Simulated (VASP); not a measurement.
Given:

```yaml
crystal:
  lattice:
    - [0.00000, 2.43780, 2.43780]
    - [2.43780, 0.00000, 2.43780]
    - [2.43780, 2.43780, 0.00000]
  atoms:
    - { symbol: B, position: [0.00000, 0.00000, 0.00000] }
    - { symbol: As, position: [0.25000, 0.25000, 0.25000] }
```

Level of theory: PBE GGA, VASP's PBE PAW potentials (set 64) (plane waves; VASP). Numerical set-up: 520 eV cut-off, 7×7×7 Γ-centred mesh, Gaussian smearing of 0.050 eV, potentials B As.

What does the run give for the energy per atom (σ→0), pressure?

```yaml
energy per atom (σ→0): -5.696 eV/atom
pressure: -4.48 GPa
```

The absolute energy has meaning only against runs of the same code, potentials and settings.

The compound is BAs in the zinc blende structure. The cell was not relaxed at this level.
